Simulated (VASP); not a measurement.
Data:

```
CELL_PARAMETERS angstrom
      0.00000     2.75964     2.75964
      2.75964     0.00000     2.75964
      2.75964     2.75964     0.00000
ATOMIC_POSITIONS crystal
  Ag 0.00000 0.00000 0.00000
  Cl 0.50000 0.50000 0.50000
```

These are SCAN meta-GGA, VASP's PBE PAW potentials (set 64) (plane waves; VASP) values and carry that method's errors. Settings: 520 eV cut-off, 9×9×9 Γ-centred mesh, tetrahedra with Blöchl corrections, potentials Ag Cl.

Q: What does the run give for the energy per atom (σ→0), band gap (over mesh and band path) with the smallest direct gap where there is one?

A: 
```
Quantity                                                 Value
---------------------------------------------  ---------------
band gap (over mesh and band path)                     1.34 eV
smallest direct gap (over mesh and band path)          3.51 eV
energy per atom (σ→0)                          -20.215 eV/atom
```

The compound is AgCl in the rock salt structure. It was relaxed first.
